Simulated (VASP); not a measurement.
Given:

```yaml
crystal:
  lattice:
    - [0.00000, 5.13493, 0.01849]
    - [5.20882, 0.00000, 0.00000]
    - [0.00000, -0.86914, -5.23496]
  atoms:
    - { symbol: Zr, position: [0.72290, 0.95681, 0.79048] }
    - { symbol: Zr, position: [0.27710, 0.45681, 0.70952] }
    - { symbol: Zr, position: [0.27710, 0.04319, 0.20952] }
    - { symbol: Zr, position: [0.72290, 0.54319, 0.29048] }
    - { symbol: O, position: [0.93164, 0.66696, 0.65577] }
    - { symbol: O, position: [0.06836, 0.16696, 0.84423] }
    - { symbol: O, position: [0.06836, 0.33304, 0.34423] }
    - { symbol: O, position: [0.93164, 0.83304, 0.15577] }
    - { symbol: O, position: [0.55098, 0.24272, 0.52084] }
    - { symbol: O, position: [0.44902, 0.74272, 0.97916] }
    - { symbol: O, position: [0.44902, 0.75728, 0.47916] }
    - { symbol: O, position: [0.55098, 0.25728, 0.02084] }
```

These are PBEsol GGA, VASP's PBE PAW potentials (set 64) (plane waves; VASP) values and carry that method's errors. Settings: 520 eV cut-off, Gaussian smearing of 0.050 eV, potentials Zr_sv O.

Task: What does the run give for the band gap (along the path) with the smallest direct gap where there is one?

Result: 
```yaml
band gap (along the path): 3.58 eV
smallest direct gap (along the path): 3.66 eV
```

The absolute energy has meaning only against runs of the same code, potentials and settings.

The compound is ZrO2 in the monoclinic structure. It was relaxed first.
